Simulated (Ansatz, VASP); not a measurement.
# ReS2: VASP beside Ansatz, part 2 of 2

Aim: how closely do two programs agree when they are given the same cell, functional and k mesh? The cell is taken from a series of runs on this material, whose earlier steps may have relaxed, scaled, displaced or heated it; both programs get it as it stands.

VASP 6.6.1 and Ansatz 0.2.0.

So far: The structure; Ansatz: single point, PBEsol.

### Step 3. VASP: single point, PBEsol

Level of this step: PBEsol, no spin polarisation; plane waves and PAW (Re, S) (VASP).

The same cell, functional and mesh now go to VASP, with its own data sets.

Lines of VASP's logs that name or quote its potential files are left out, and so is its time.

INCAR

```
SYSTEM = ReS2
PREC = Accurate
ENCUT = 520
EDIFF = 1E-06
NELM = 120
ISMEAR = 0
SIGMA = 0.01
LREAL = .FALSE.
ALGO = Normal
GGA = PS
NBANDS = 100
LASPH = .TRUE.
LORBIT = 11
LWAVE = .FALSE.
LCHARG = .FALSE.
ISIF = 2
GGA_COMPAT = .FALSE.
EFERMI = MIDGAP
KPAR = 4
```

POSCAR

```
ReS2
1.0
    6.3995039791      0.0000000000      0.0000000000
    3.1426413637      5.6935693714      0.0000000000
    0.1305521424      3.3696191671     12.8315308731
Re S
8 16
Direct
    0.2379143400      0.9611463400      0.7513326000
    0.7396055000      0.4641530800      0.2506094600
    0.2603945000      0.5358469200      0.7493905400
    0.8117944300      0.9342717400      0.7540835500
    0.6865191100      0.5627225300      0.7466358200
    0.7620856600      0.0388536600      0.2486674000
    0.3134808900      0.4372774700      0.2533641800
    0.1882055700      0.0657282600      0.2459164500
    0.8988384000      0.7166699000      0.6289541400
    0.4005143200      0.2195786600      0.1282988800
    0.6406834000      0.2318332700      0.3850422800
    0.8609967800      0.2710880800      0.1142910900
    0.4071924200      0.2074947600      0.6580417400
    0.0911009300      0.2895258200      0.8426700600
    0.5928075800      0.7925052400      0.3419582600
    0.1011616000      0.2833301000      0.3710458600
    0.8680767400      0.2436823200      0.6451421300
    0.6301861900      0.2533939000      0.8555475800
    0.1319232600      0.7563176800      0.3548578700
    0.3593166000      0.7681667300      0.6149577200
    0.1390032200      0.7289119200      0.8857089100
    0.3698138100      0.7466061000      0.1444524200
    0.5994856800      0.7804213400      0.8717011200
    0.9088990700      0.7104741800      0.1573299400
```

KPOINTS

```
Automatic mesh
0
Gamma
4 4 2
0 0 0
```

PAW data sets: Re and S (PBE family, release 64).

Run with:

```sh
$ mpirun -np 4 vasp_std
```

Numbers of over 12 decimals in the logs are rounded to 6 here.

The log of the run:

```text
[banner, memory and clock lines left out]
running    4 mpi-ranks, on    1 nodes
 distrk:  each k-point on    1 cores,    4 groups
 distr:  one band on    1 cores,    1 groups

 POSCAR found type information on POSCAR ReS
 POSCAR found :  2 types and      24 ions
|                                                                             |
|               ----> ADVICE to this user running VASP <----                  |
|                                                                             |
|     You have a (more or less) 'large supercell' and for larger cells it     |
|     might be more efficient to use real-space projection operators.         |
|     Therefore, try LREAL= Auto in the INCAR file.                           |
|     Mind: For very accurate calculation, you might also keep the            |
|     reciprocal projection scheme (i.e. LREAL=.FALSE.).                      |
|                                                                             |

|                                                                             |
|               ----> ADVICE to this user running VASP <----                  |
|                                                                             |
|     You enforced a specific xc type in the INCAR file but a different       |
|     [... a line on the potential file left out ...]
|     I HOPE YOU KNOW WHAT YOU ARE DOING!                                     |
|                                                                             |

 LDA part: xc-table for (Slater+PW92), standard interpolation
 POSCAR, INCAR and KPOINTS ok, starting setup
 FFT: planning ... GRIDC
 FFT: planning ... GRID_SOFT
 FFT: planning ... GRID
 WAVECAR not read
 entering main loop
       N       E                     dE             d eps       ncg     rms          rms(c)
DAV:   1     0.210905828110E+04    0.21091E+04   -0.52472E+04  5720   0.152E+03
DAV:   2     0.254153856273E+03   -0.18549E+04   -0.16943E+04  7440   0.107E+03
DAV:   3    -0.135461484584E+03   -0.38962E+03   -0.35694E+03  7996   0.544E+02
DAV:   4    -0.195951482776E+03   -0.60490E+02   -0.57628E+02  7072   0.285E+02
DAV:   5    -0.201386899713E+03   -0.54354E+01   -0.52193E+01  6960   0.760E+01    0.107E+02
DAV:   6    -0.193717740910E+03    0.76692E+01   -0.43721E+01  7776   0.713E+01    0.335E+01
DAV:   7    -0.192767713262E+03    0.95003E+00   -0.16121E+01  7688   0.393E+01    0.264E+01
DAV:   8    -0.192014982543E+03    0.75273E+00   -0.20613E+00  6952   0.175E+01    0.422E+00
DAV:   9    -0.191992004774E+03    0.22978E-01   -0.82612E-01  7872   0.716E+00    0.209E+00
DAV:  10    -0.191986638992E+03    0.53658E-02   -0.93500E-02  6848   0.329E+00    0.127E+00
DAV:  11    -0.191984339266E+03    0.22997E-02   -0.20463E-02  7544   0.151E+00    0.878E-01
DAV:  12    -0.191984613185E+03   -0.27392E-03   -0.76166E-03  7592   0.936E-01    0.362E-01
DAV:  13    -0.191984546624E+03    0.66561E-04   -0.30343E-03  7664   0.704E-01    0.202E-01
DAV:  14    -0.191984425418E+03    0.12121E-03   -0.73439E-04  7264   0.343E-01    0.115E-01
DAV:  15    -0.191984444463E+03   -0.19045E-04   -0.13388E-04  7520   0.928E-02    0.553E-02
DAV:  16    -0.191984449473E+03   -0.50101E-05   -0.98621E-06  4688   0.505E-02    0.383E-02
DAV:  17    -0.191984453587E+03   -0.41142E-05   -0.19625E-05  5704   0.279E-02    0.312E-02
DAV:  18    -0.191984455076E+03   -0.14895E-05   -0.39177E-06  3952   0.356E-02    0.157E-02
DAV:  19    -0.191984455699E+03   -0.62233E-06   -0.41684E-06  4168   0.168E-02
   1 F= -.19198446E+03 E0= -.19198446E+03  d E =0.000000E+00
```

OUTCAR, selected parts (step 3):

```text
ion  position               nearest neighbor table
   1  0.238  0.961  0.751-  20 2.35  21 2.35  17 2.38  23 2.42  13 2.45  14 2.48   3 2.71   5 2.80
                             4 2.81
   2  0.740  0.464  0.251-  12 2.35  11 2.35  22 2.38  16 2.42  24 2.45  15 2.47   6 2.71   8 2.80
                             7 2.81
   3  0.260  0.536  0.749-  21 2.35  20 2.35  18 2.38   9 2.42  14 2.45  13 2.47   1 2.71   4 2.80
                             5 2.81
   4  0.812  0.934  0.754-   9 2.31  21 2.35  17 2.37  23 2.42  13 2.46  18 2.53   3 2.80   1 2.81
                             5 2.91
   5  0.687  0.563  0.747-  23 2.31  20 2.35  18 2.37   9 2.42  14 2.46  17 2.53   1 2.80   3 2.81
                             4 2.91
   6  0.762  0.039  0.249-  11 2.35  12 2.35  19 2.38  10 2.42  15 2.45  24 2.48   2 2.71   7 2.80
                             8 2.81
   7  0.313  0.437  0.253-  10 2.31  11 2.35  22 2.37  16 2.42  24 2.46  19 2.53   6 2.80   2 2.81
                             8 2.91
   8  0.188  0.066  0.246-  16 2.31  12 2.35  19 2.37  10 2.42  15 2.46  22 2.53   2 2.80   6 2.81
                             7 2.91
   9  0.899  0.717  0.629-   4 2.31   5 2.42   3 2.42
  10  0.401  0.220  0.128-   7 2.31   8 2.42   6 2.42
  11  0.641  0.232  0.385-   6 2.35   7 2.35   2 2.35
  12  0.861  0.271  0.114-   2 2.35   8 2.35   6 2.35
  13  0.407  0.207  0.658-   1 2.45   4 2.46   3 2.47
  14  0.091  0.290  0.843-   3 2.45   5 2.46   1 2.48
  15  0.593  0.793  0.342-   6 2.45   8 2.46   2 2.47
  16  0.101  0.283  0.371-   8 2.31   7 2.42   2 2.42
  17  0.868  0.244  0.645-   4 2.37   1 2.38   5 2.53
  18  0.630  0.253  0.856-   5 2.37   3 2.38   4 2.53
  19  0.132  0.756  0.355-   8 2.37   6 2.38   7 2.53
  20  0.359  0.768  0.615-   1 2.35   5 2.35   3 2.35
  21  0.139  0.729  0.886-   3 2.35   4 2.35   1 2.35
  22  0.370  0.747  0.144-   7 2.37   2 2.38   8 2.53
  23  0.599  0.780  0.872-   5 2.31   4 2.42   1 2.42
  24  0.909  0.710  0.157-   2 2.45   7 2.46   6 2.48

  LATTYP: Found a triclinic cell.
 ALAT       =     6.5033012330
 B/A-ratio  =     0.9840392979
 C/A-ratio  =     2.0400771741
 COS(alpha) =     0.0098401912
 COS(beta)  =     0.2271123023
 COS(gamma) =     0.4832378589

 Subroutine GETGRP returns: Found  2 space group operations
 (whereof  2 operations were pure point group operations)

The static configuration has the point symmetry S_2 .

 Found     20 irreducible k-points:

   k-points           NKPTS =     20   k-points in BZ     NKDIM =     20   number of bands    NBANDS=    100

   dimension x,y,z NGX =    48 NGY =   48 NGZ =  100
   dimension x,y,z NGXF=    96 NGYF=   96 NGZF=  200

   ENCUT  =  520.0 eV  38.22 Ry    6.18 a.u.  11.90 12.09 24.67*2*pi/ulx,y,z

   NELECT =     152.0000    total number of electrons

 k-points in reciprocal lattice and weights: Automatic mesh
   0.00000000  0.00000000  0.00000000       0.031
   0.25000000  0.00000000  0.00000000       0.062
   0.50000000  0.00000000  0.00000000       0.031
   0.00000000  0.25000000  0.00000000       0.062
   0.25000000  0.25000000 -0.00000000       0.062
   0.50000000  0.25000000 -0.00000000       0.062
  -0.25000000  0.25000000  0.00000000       0.062
   0.00000000  0.50000000  0.00000000       0.031
   0.25000000  0.50000000 -0.00000000       0.062
[...]
0.25000000  0.50000000  0.50000000       0.062
   0.50000000  0.50000000  0.50000000       0.031

 average (electrostatic) potential at core
       1 -42.5323       2 -42.5325       3 -42.5325       4 -42.5327       5 -42.5335
       6 -42.5323       7 -42.5335       8 -42.5327       9 -87.1901      10 -87.1909
      11 -87.2975      12 -87.2982      13 -86.5494      14 -86.5504      15 -86.5494
      16 -87.1901      17 -86.9003      18 -86.9009      19 -86.9003      20 -87.2975
      21 -87.2982      22 -86.9009      23 -87.1909      24 -86.5504

 E-fermi :   5.1875

 k-point     1 :       0.0000    0.0000    0.0000
  band No.  band energies     occupation
    ...
     72       4.1213      2.00000
     73       4.1735      2.00000
     74       4.2905      2.00000
     75       4.3612      2.00000
     76       4.5441      2.00000
     77       5.8283      0.00000
     78       5.9794      0.00000
     79       6.5073      0.00000
     80       6.5330      0.00000
     81       6.5586      0.00000
    ...

 k-point     2 :       0.2500    0.0000    0.0000
  band No.  band energies     occupation
    ...
     72       3.9659      2.00000
     73       4.1498      2.00000
     74       4.1761      2.00000
     75       4.4159      2.00000
     76       4.4626      2.00000
     77       6.0710      0.00000
     78       6.1829      0.00000
     79       6.4884      0.00000
     80       6.4997      0.00000
     81       6.5811      0.00000
    ...

 k-point     3 :       0.5000    0.0000    0.0000
  band No.  band energies     occupation
    ...
     72       3.8433      2.00000
     73       4.0708      2.00000
     74       4.0721      2.00000
     75       4.1768      2.00000
     76       4.1788      2.00000
     77       6.1211      0.00000
     78       6.1217      0.00000
     79       6.4612      0.00000
     80       6.4621      0.00000
     81       6.5149      0.00000
    ...

  Total       -9.6311126     -8.4953181     -3.7864749     -0.2783499     -0.2153435      0.1597866
  in kB      -33.0048407    -29.1125885    -12.9758633     -0.9538769     -0.7379601      0.5475724
  external PRESSURE =     -25.0310975 kB  Pullay stress =       0.0000000 kB

  energy-cutoff  :      520.00
  volume of cell :      467.53
      direct lattice vectors                 reciprocal lattice vectors
     6.399503979  0.000000000  0.000000000     0.156262111 -0.086250951  0.021060036
     3.142641364  5.693569371  0.000000000     0.000000000  0.175636746 -0.046123019
     0.130552142  3.369619167 12.831530873     0.000000000  0.000000000  0.077933024

 POSITION                                       TOTAL-FORCE (eV/Angst)
 -----------------------------------------------------------------------------------
      4.64116      8.00406      9.64075         0.034953      0.028813      0.018087
      6.22449      3.48715      3.21570         0.032127      0.023588      0.036841
      3.44820      5.57604      9.61583        -0.032127     -0.023588     -0.036841
      8.22961      7.86032      9.67605        -0.054648     -0.000986      0.059237
      6.25929      5.71978      9.58048         0.059695      0.004705     -0.076767
      5.03154      1.05913      3.19078        -0.034953     -0.028813     -0.018087
      3.41341      3.34341      3.25105        -0.059695     -0.004705      0.076767
      1.44309      1.20287      3.15548         0.054648      0.000986     -0.059237
      8.08647      6.19975      8.07044         0.025274     -0.091161      0.091920
      3.26990      1.68250      1.64627         0.028649     -0.093654      0.082092
      4.87889      2.61740      4.94068         0.038674     -0.039308     -0.059837
      6.37681      1.92858      1.46653        -0.035858      0.039523      0.045937
      3.34382      3.39874      8.44368         0.020406     -0.014112      0.243636
      1.60289      4.48791     10.81275        -0.019283      0.012675     -0.243020
      6.32888      5.66445      4.38785        -0.020406      0.014112     -0.243636
      1.58623      2.86344      4.76109        -0.025274      0.091161     -0.091920
      6.40529      3.56131      8.27816        -0.029938      0.104325      0.185184
      4.94090      4.32559     10.97799         0.032696     -0.110530     -0.177917
      3.26741      5.50188      4.55337         0.029938     -0.104325     -0.185184
      4.79380      6.44578      7.89085        -0.038674      0.039308      0.059837
      3.29589      7.13461     11.36500         0.035858     -0.039523     -0.045937
      4.73180      4.73760      1.85355        -0.032696      0.110530      0.177917
      6.40280      7.38068     11.18526        -0.028649      0.093654     -0.082092
      8.06981      4.57528      2.01878         0.019283     -0.012675      0.243020
 -----------------------------------------------------------------------------------
    total drift:                                0.000000      0.000000      0.000000

  FREE ENERGIE OF THE ION-ELECTRON SYSTEM (eV)
  ---------------------------------------------------
  free  energy   TOTEN  =      -191.9844556988 eV

  energy  without entropy=     -191.9844556988  energy(sigma->0) =     -191.98445570

 total charge
# of ion       s       p       d       tot
------------------------------------------
    1        0.546   0.682   4.913   6.141
    2        0.546   0.682   4.913   6.141
    3        0.546   0.682   4.913   6.141
    4        0.542   0.662   4.904   6.108
    5        0.542   0.662   4.905   6.108
    6        0.546   0.682   4.913   6.141
    7        0.542   0.662   4.905   6.108
    8        0.542   0.662   4.904   6.108
    9        1.358   2.301   0.000   3.658
   10        1.358   2.301   0.000   3.659
   11        1.362   2.300   0.000   3.662
   12        1.362   2.300   0.000   3.662
   13        1.342   2.327   0.000   3.669
   14        1.342   2.327   0.000   3.669
   15        1.342   2.327   0.000   3.669
   16        1.358   2.301   0.000   3.658
   17        1.351   2.310   0.000   3.661
   18        1.351   2.310   0.000   3.661
   19        1.351   2.310   0.000   3.661
   20        1.362   2.300   0.000   3.662
   21        1.362   2.300   0.000   3.662
   22        1.351   2.310   0.000   3.661
   23        1.358   2.301   0.000   3.659
   24        1.342   2.327   0.000   3.669
--------------------------------------------------
tot         26.000  42.329  39.272 107.600

[... 3 further parts left out ...]
```

This run has no spin polarisation, so a moment on Re, if there is one, isn't seen. The data set Re keeps the semicore shell frozen, which is cheaper and a little less accurate.

### Step 4. Differences

Known differences besides the potentials themselves: fixed occupations in Ansatz, narrow Gaussian smearing in VASP; the data sets hold 216 valence electrons in Ansatz (on its default PAW (the set named soft_2) files) and 152 in VASP; the cutoff is 420 eV in Ansatz and 520 eV in VASP; Ansatz makes its cores anew for this functional, VASP keeps those of its PBE data sets. Total energies have different zeros and are not compared.

Compared:

```csv
quantity,Ansatz,VASP,difference
gap on the k mesh (eV),1.272,1.282,-0.010
```

A gap on the mesh is an upper bound, since the band edges may lie between its points; neither run holds spin-orbit coupling, which can move the band edges of a compound of Re.

### Step 5. What came out

```yaml
difference_in_gap_on_the_k_mesh_single_point_pbesol: -0.010 eV
```

What this shows: The difference in gap on the k mesh is -0.010 eV (single point, PBEsol), within the 0.08 eV picked in this series as the mark of a large difference. The data sets hold unlike numbers of valence electrons (216 in Ansatz and 152 in VASP), so part of the differences comes from the potentials. Such differences can come from data sets, numerical settings and the points named under the comparisons, not from the functional's error against experiment.

[Lines on the potential files, build, host, timing and source positions are cut from VASP's logs without a mark.]

[Logs are printed without paths, hosts, clocks, repeated set-up lines and the standing remarks that a program may print on its own settings, such as how far it seeks lower states.]

[Hosts, paths, dates, database ids (printed as entryN), source tags and the programs' standing remarks are cut or masked in the printed files.]
